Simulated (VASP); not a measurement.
# Y2C in VASP: a series of runs

One slab, Y2C, is run at these levels: PBEsol; tasks: single point.

Everything below comes from runs of VASP 6.6.1. Logs are shortened: lines on timing, memory, paths and dates and some standing lists are left out, and cuts for length are marked.

### Step 1. Starting point

The cell holds a slab with vacuum, 6 atoms: a = 3.625 Å, b = 3.625 Å, c = 23.697 Å, α = 90.00°, β = 90.00°, γ = 120.00°.

### Step 2. Single point, PBEsol

Input file INCAR:

```
  PREC = Accurate
  ENCUT = 460
  EDIFF = 1E-7
  ISMEAR = 1
  SIGMA = 0.1
  LREAL = False
  LASPH = True
  NELM = 120
  ALGO = Normal
  ISIF = 2
  LWAVE = False
  LCHARG = False
  LDIPOL = True
  IDIPOL = 3
  DIPOL = 0.5 0.5 0.500
  GGA = PS
  NBANDS = 40
  LVHAR = True
  LVACPOTAV = True
```

Input file KPOINTS:

```
regular mesh
0
Gamma
  16 16 1
```

Input file POSCAR:

```
Y2C
1.0
    3.6248384738      0.0000000000      0.0000000000
   -1.8124192369      3.1392022029      0.0000000000
    0.0000000000      0.0000000000     23.6970909600
Y C
4 2
Direct
    0.0000000000      0.0000000000      0.3164945441
    0.3333333333      0.6666666667      0.4308162119
    0.6666666667      0.3333333333      0.5691837881
    0.0000000000      0.0000000000      0.6835054559
    0.6666666667      0.3333333333      0.3736553780
    0.3333333333      0.6666666667      0.6263446220
```

Potentials or basis: VASP PAW PBE potentials, release 64 (Y_sv, C).

Launch:

```console
> cat potpaw_PBE.64/Y_sv/POTCAR potpaw_PBE.64/C/POTCAR > POTCAR
> mpirun -np 1 vasp_std > vasp.out
```

OUTCAR:

```text
PREC = Accurate
   ENCUT = 460
   EDIFF = 1E-7
   ISMEAR = 1
   LREAL = False
   LASPH = True
   NELM = 120
   ISIF = 2
   GGA = PS

 Found     30 irreducible k-points:

 Following reciprocal coordinates:
            Coordinates               Weight
  0.000000  0.000000  0.000000      1.000000
  0.062500  0.000000  0.000000      6.000000
  0.125000  0.000000  0.000000      6.000000
  0.187500 -0.000000  0.000000      6.000000
  0.250000  0.000000  0.000000      6.000000
  0.312500  0.000000  0.000000      6.000000
   k-points           NKPTS =     30   k-points in BZ     NKDIM =     30   number of bands    NBANDS=     40
   number of dos      NEDOS =    301   number of ions     NIONS =      6
   total plane-waves  NPLWV = 131712
   dimension x,y,z NGX =    28 NGY =   28 NGZ =  168
   dimension x,y,z NGXF=    56 NGYF=   56 NGZF=  336
   ions per type =               4   2
   NGX,Y,Z   is equivalent  to a cutoff of  12.84, 12.84, 11.79 a.u.
   NGXF,Y,Z  is equivalent  to a cutoff of  25.68, 25.68, 23.57 a.u.
 SYSTEM =  unknown system
   PREC   = accura    normal or accurate (medium, high low for compatibility)
   ISTART =      0    job   : 0-new  1-cont  2-samecut
   ICHARG =      2    charge: 1-file 2-atom 10-const
   ISPIN  =      1    spin polarized calculation?
   LNONCOLLINEAR =      F non collinear calculations
   LSORBIT =      F    spin-orbit coupling
   LASPH  =      T    aspherical Exc in radial PAW
   ENCUT  =  460.0 eV  33.81 Ry    5.81 a.u.   6.34  6.34 41.44*2*pi/ulx,y,z
   NELM   =    120;   NELMIN=  2; NELMDL= -5     # of ELM steps
   EDIFF  = 0.1E-06   stopping-criterion for ELM
   LREAL  =      F    real-space projection
   EDIFFG = 0.1E-05   stopping-criterion for IOM
   NSW    =      0    number of steps for IOM
   IBRION =     -1    ionic relax: 0-MD 1-quasi-New 2-CG
   NFREE  =      0    steps in history (QN), initial steepest desc. (CG)
   ISIF   =      2    stress and relaxation
   ISYM   =      2    0-nonsym 1-usesym 2-fastsym
   POTIM  = 0.5000    time-step for ionic-motion
   TEBEG  =    0.0;   TEEND  =   0.0 temperature during run
   PSTRESS=    0.0 pullay stress
   NELECT =      52.0000    total number of electrons
   NUPDOWN=      -1.0000    fix difference up-down
   EMIN   =  10.00;   EMAX   =-10.00  energy-range for DOS
   EFERMI =   0.00;   METHOD = LEGACY
   ISMEAR =     1;   SIGMA  =   0.10  broadening in eV -4-tet -1-fermi 0-gaus
   EFERMI_NEDOS =   21; number of points for ismear=-14 and -15
   IALGO  =     38    algorithm
   IMIX   =      4    mixing-type and parameters
     AMIX     =   0.40;   BMIX     =  1.00
     AMIX_MAG =   1.60;   BMIX_MAG =  1.00
  volume/ion in A,a.u.               =      44.94       303.28
  Fermi-wavevector in a.u.,A,eV,Ry     =   0.945820  1.787340 12.171426  0.894575
  Thomas-Fermi vector in A             =   2.073758
   LORBIT       =      0    0 simple, 1 ext, 2 COOP (PROOUT), +10 PAW based schemes
   GGA     = PS    functional components
   LHFCALC =     F    Hartree Fock is set to
   AEXX    =    0.0000 exact exchange contribution
   IVDW    =     0    specifies the selected vdW correction
   LEPSILON=     F    determine dielectric tensor
   LRPA    =     F    only Hartree local field effects (RPA)
 non-spin polarized calculation
 Methfessel and Paxton  Order N= 1 SIGMA  =   0.10
  energy-cutoff  :      460.00
  volume of cell :      269.65
 maximum number of plane-waves:      6083
 NGX is ok and might be reduce to    28
   NGX = 13   NGY = 13   NGZ = 83

 dipolmoment           0.000000      0.000000      0.000000 electrons x Angstroem

 number of electron      51.9999999 magnetization

 dipolmoment           0.000000      0.000000     -0.000000 electrons x Angstroem

 Free energy of the ion-electron system (eV)
  ---------------------------------------------------
  ext. energy  EPLUGINS =         0.00000000
  ---------------------------------------------------
  free energy    TOTEN  =       -47.25848151 eV

  energy without entropy =      -47.25566780  energy(sigma->0) =      -47.25754360

 E-fermi :  -0.0707     XC(G=0):  -5.8241

 val. band max:       -0.0721190224   @ k =   0.4375   0.1250   0.0000
 cond. band min:      -0.0620277279   @ k =   0.2500   0.1250   0.0000
 fundamental gap:      0.0100912945
 Fermi energy:        -0.0707337074

 k-point     1 :       0.0000    0.0000    0.0000
  band No.  band energies     occupation
      1     -42.4636      2.00000
      2     -42.4636      2.00000
      3     -41.9719      2.00000
      4     -41.9600      2.00000
      5     -22.7017      2.00000
      6     -22.6850      2.00000
[... 30 lines left out ...]
     37       3.4672      0.00000
     38       3.5230      0.00000

 k-point     2 :       0.0625    0.0000    0.0000
  band No.  band energies     occupation
      1     -42.4620      2.00000
      2     -42.4619      2.00000
      3     -41.9703      2.00000
      4     -41.9586      2.00000
      5     -22.6972      2.00000
      6     -22.6814      2.00000
[... 30 lines left out ...]
     37       3.4003      0.00000
     38       3.5389      0.00000

 k-point     3 :       0.1250    0.0000    0.0000
  band No.  band energies     occupation
      1     -42.4574      2.00000
      2     -42.4573      2.00000
      3     -41.9657      2.00000
      4     -41.9546      2.00000
      5     -22.6847      2.00000
      6     -22.6715      2.00000
[... 30 lines left out ...]
     37       3.5368      0.00000
     38       3.5393      0.00000

 k-point     4 :       0.1875   -0.0000    0.0000
  band No.  band energies     occupation
      1     -42.4505      2.00000
      2     -42.4504      2.00000
      3     -41.9588      2.00000
      4     -41.9486      2.00000
      5     -22.6675      2.00000
      6     -22.6581      2.00000
[... 30 lines left out ...]
     37       3.6128      0.00000
     38       3.6986      0.00000

 k-point     5 :       0.2500    0.0000    0.0000
  band No.  band energies     occupation
      1     -42.4423      2.00000
      2     -42.4423      2.00000
      3     -41.9505      2.00000
      4     -41.9416      2.00000
      5     -22.6529      2.00000
      6     -22.6476      2.00000
[... 30 lines left out ...]
     37       3.6784      0.00000
     38       3.8721      0.00000

 k-point     6 :       0.3125    0.0000    0.0000
  band No.  band energies     occupation
      1     -42.4341      2.00000
      2     -42.4341      2.00000
      3     -41.9421      2.00000
      4     -41.9348      2.00000
      5     -22.6631      2.00000
      6     -22.6620      2.00000
[... 30 lines left out ...]
     37       3.9336      0.00000
     38       4.2918      0.00000

 [... further k-points ...]

 [bands above 38 left out]

------------------------ aborting loop because EDIFF is reached ----------------------------------------

  FORCE on cell =-STRESS in cart. coord.  units (eV):
  Direction    XX          YY          ZZ          XY          YZ          ZX
  --------------------------------------------------------------------------------------
  -------------------------------------------------------------------------------------
  Total       -4.4422588     -4.4422588     -2.7379034      0.0000000      0.0000000     -0.0000000
  in kB      -26.3943792    -26.3943792    -16.2676834      0.0000000      0.0000000     -0.0000000
  external PRESSURE =     -23.0188139 kB  Pullay stress =       0.0000000 kB

 VOLUME and BASIS-vectors are now :
 -----------------------------------------------------------------------------
  energy-cutoff  :      460.00
  volume of cell :      269.65
      direct lattice vectors                 reciprocal lattice vectors
     3.624838474  0.000000000  0.000000000     0.275874362  0.159276137  0.000000000
    -1.812419237  3.139202203  0.000000000     0.000000000  0.318552274  0.000000000
     0.000000000  0.000000000 23.697090960     0.000000000  0.000000000  0.042199273

 POSITION                                       TOTAL-FORCE (eV/Angst)
 -----------------------------------------------------------------------------------
      0.00000      0.00000      7.50000         0.000000      0.000000      0.813589
     -0.00000      2.09280     10.20909        -0.000000      0.000000     -0.339342
      1.81242      1.04640     13.48800         0.000000     -0.000000      0.339342
      0.00000      0.00000     16.19709         0.000000      0.000000     -0.813589
      1.81242      1.04640      8.85455        -0.000000      0.000000     -0.549696
     -0.00000      2.09280     14.84255         0.000000     -0.000000      0.549696
 -----------------------------------------------------------------------------------
    total drift:                               -0.000000      0.000000     -0.000000

  FREE ENERGIE OF THE ION-ELECTRON SYSTEM (eV)
  ---------------------------------------------------
  free  energy   TOTEN  =       -47.2584815076 eV

  energy  without entropy=      -47.2556677958  energy(sigma->0) =      -47.25754360

 vacuum level on the upper side and lower side of the slab         3.833         3.833
```

It took 7.7 min on 1 thread of Intel Xeon Platinum 8559C (Emerald Rapids), shared host; peak memory 0.48 GiB.

These settings aren't checked as converged: the numbers below hold their error.

What came out:

* Free energy: -47.2585 eV
* Largest force: 0.814 eV/Å
* Band gap on the k mesh: none (metal or under the smearing width)
* Work function of the upper face: 3.90 eV
* Work function of the lower face: 3.90 eV

Caveat: the cutoff is under 1.25 times the usual one of these potentials, so pressure, stress and relaxed cells hold a basis-set (Pulay) error; the PAW data sets were made with another functional, which shifts forces and pressure a little.

### Step 3. Single point, PBEsol

This run uses another cell than the first one, of 58.22 Å³/atom, 1.295 times its volume.

Input file INCAR:

```
  PREC = Accurate
  ENCUT = 750
  EDIFF = 1E-8
  ISMEAR = 1
  SIGMA = 0.1
  LREAL = F
  LASPH = T
  NELM = 120
  ALGO = Normal
  ISIF = 2
  LWAVE = F
  LCHARG = F
  LDIPOL = T
  IDIPOL = 3
  DIPOL = 0.5 0.5 0.500
  GGA = PS
  NBANDS = 40
  LVHAR = T
  LVACPOTAV = T
```

Input file KPOINTS:

```
Automatic mesh
0
Gamma
  21 21 1
```

Input file POSCAR:

```
Y2C
1.0
    3.6248384738      0.0000000000      0.0000000000
   -1.8124192369      3.1392022029      0.0000000000
    0.0000000000      0.0000000000     30.6970909600
Y C
4 2
Direct
    0.0000000000      0.0000000000      0.3583401442
    0.3333333333      0.6666666667      0.4465925119
    0.6666666667      0.3333333333      0.5534074881
    0.0000000000      0.0000000000      0.6416598558
    0.6666666667      0.3333333333      0.4024663280
    0.3333333333      0.6666666667      0.5975336720
```

Potentials or basis: VASP PAW PBE potentials, release 64 (Y_sv, C).

Launch:

```console
> cat potpaw_PBE.64/Y_sv/POTCAR potpaw_PBE.64/C/POTCAR > POTCAR
> mpirun -np 1 vasp_std > vasp.out
```

Run time: 24 min. Hardware: 1 thread of Intel Xeon 6975P-C (Granite Rapids), shared host; peak memory 1.3 GiB.

It converged, with:

* Free energy: -47.2599 eV
* Largest force: 0.819 eV/Å
* Band gap on the k mesh: none (metal or under the smearing width)
* Work function of the upper face: 3.90 eV
* Work function of the lower face: 3.90 eV

Forces in eV/Å, atoms in the order of the input:
```
Y    0.000  0.000  0.819
Y    0.000  0.000 -0.347
Y    0.000  0.000  0.347
Y    0.000  0.000 -0.819
C    0.000  0.000 -0.549
C    0.000  0.000  0.549
```

Levels at points of the mesh, in eV from the Fermi level:
```tsv
k point	band 23	band 24	band 25	band 26	band 27	band 28	band 29	band 30
(0.00, 0.00, 0.00)	-1.43	-1.40	-1.40	-0.74	-0.35	1.18	1.76	1.99
```

Caveat: the PAW data sets were made with another functional, which shifts forces and pressure a little.

### Step 4. Single point, PBEsol

This run uses another cell than the first one, of 50.63 Å³/atom, 1.127 times its volume.

Changes to INCAR since step 3:

```diff
@@ -2,3 +2,3 @@
   ENCUT = 750
-  EDIFF = 1E-8
+  EDIFF = 1E-7
   ISMEAR = 1
```

Input file KPOINTS:

```
Automatic mesh
0
Gamma
  16 16 1
```

Input file POSCAR:

```
Y2C
1.0
    3.6248384738      0.0000000000      0.0000000000
   -1.8124192369      3.1392022029      0.0000000000
    0.0000000000      0.0000000000     26.6970909600
Y C
4 2
Direct
    0.0000000000      0.0000000000      0.3371153814
    0.3333333333      0.6666666667      0.4385905183
    0.6666666667      0.3333333333      0.5614094817
    0.0000000000      0.0000000000      0.6628846186
    0.6666666667      0.3333333333      0.3878529498
    0.3333333333      0.6666666667      0.6121470502
```

Launch:

```console
> cat potpaw_PBE.64/Y_sv/POTCAR potpaw_PBE.64/C/POTCAR > POTCAR
> mpirun -np 1 vasp_std > vasp.out
```

Wall time 13 min (1 thread of Intel Xeon 6975P-C (Granite Rapids), shared host); peak memory 0.85 GiB.

The run converged, but some of its settings lie outside the range that counts as converged, so its numbers aren't taken as properties of the slab.

What came out:

| Quantity | Value |
| --- | --- |
| Free energy | -47.2599 eV |
| Largest force | 0.815 eV/Å |
| Band gap on the k mesh | none (metal or under the smearing width) |
| Work function of the upper face | 3.91 eV |
| Work function of the lower face | 3.91 eV |

Caveat: the PAW data sets were made with another functional, which shifts forces and pressure a little.

### Step 5. Single point, PBEsol

This run uses another cell than the first one, of 39.25 Å³/atom, 0.873 times its volume.

Changes to INCAR since step 4:

```diff
@@ -1,3 +1,3 @@
   PREC = Accurate
-  ENCUT = 750
+  ENCUT = 340
   EDIFF = 1E-7
```

Input file KPOINTS:

```
Automatic mesh
0
Gamma
  7 7 1
```

Input file POSCAR:

```
Y2C
1.0
    3.6248384738      0.0000000000      0.0000000000
   -1.8124192369      3.1392022029      0.0000000000
    0.0000000000      0.0000000000     20.6970909600
Y C
4 2
Direct
    0.0000000000      0.0000000000      0.2898958125
    0.3333333333      0.6666666667      0.4207881666
    0.6666666667      0.3333333333      0.5792118334
    0.0000000000      0.0000000000      0.7101041875
    0.6666666667      0.3333333333      0.3553419896
    0.3333333333      0.6666666667      0.6446580104
```

Launch:

```console
> cat potpaw_PBE.64/Y_sv/POTCAR potpaw_PBE.64/C/POTCAR > POTCAR
> mpirun -np 1 vasp_std > vasp.out
```

It took 44 s on 1 thread of Intel Xeon 6975P-C (Granite Rapids), shared host; peak memory 0.27 GiB.

The run converged, but a check on its numbers failed (symmetry, net force, bounds or a known fault of this set-up), so they aren't taken as properties of the slab.

Caveat: the cutoff lies under the usual one of these potentials, so the numbers hold a large basis-set error; the PAW data sets were made with another functional, which shifts forces and pressure a little.
